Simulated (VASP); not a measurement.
Given:

```yaml
crystal:
  lattice:
    - [0.00000, 2.01788, 2.01788]
    - [2.01788, 0.00000, 2.01788]
    - [2.01788, 2.01788, 0.00000]
  atoms:
    - { symbol: Al, position: [0.00000, 0.00000, 0.00000] }
```

Calculation: PBE GGA, VASP's PBE PAW potentials (set 64) (plane waves; VASP). Run with PREC = Normal, EDIFF = 1E-5, 400 eV cut-off, 17×17×17 Γ-centred mesh, first-order Methfessel-Paxton smearing of 0.10 eV, potentials Al.

### Question
What does the run give for the energy per atom (σ→0), band gap (on the k-mesh) with the smallest direct gap where there is one?

### Answer

| Item | Value |
|---|---|
| band gap (on the k-mesh) | none (metal, semimetal or under 0.01 eV) |
| energy per atom (σ→0) | -3.747 eV/atom |

The compound is Al in the fcc structure. It was relaxed first.
